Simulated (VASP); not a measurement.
Consider the following.

```xyz
2
Lattice="3.6553 -1.8709 -0.0023 3.6553 1.8709 -0.0023 2.6996 0.0000 3.0942" Properties=species:S:1:pos:R:3 pbc="T T T"
As     2.2729     0.0000     0.7015
As     7.7372     0.0000     2.3881
```

These are PBE GGA, VASP's PBE PAW potentials (set 64) (plane waves; VASP) values and carry that method's errors. Numerical set-up: 520 eV cut-off, 12×12×12 Γ-centred mesh, first-order Methfessel-Paxton smearing of 0.10 eV, potentials As.

### Question
The ions and cell shape at fixed volume are relaxed. Predict the relaxed structure.

### Answer

```xyz
2
Lattice="3.5649 -1.8982 -0.0466 3.5649 1.8982 -0.0466 2.5953 0.0000 3.0949" Properties=species:S:1:pos:R:3 pbc="T T T"
As     2.2378     0.0000     0.6907
As     7.4874     0.0000     2.3110
```
Space group R-3m (166), at a tolerance of 0.03 Å.

### Question
How much energy does the relaxation gain?

### Answer
The energy (σ→0) changes by -9.2 meV/atom, in 6 ionic steps.

The compound is As in the a7 structure. This cell is one point of a volume scan, at 0.94 of the reference volume. Symmetry was kept, so distortions that lower it aren't found.
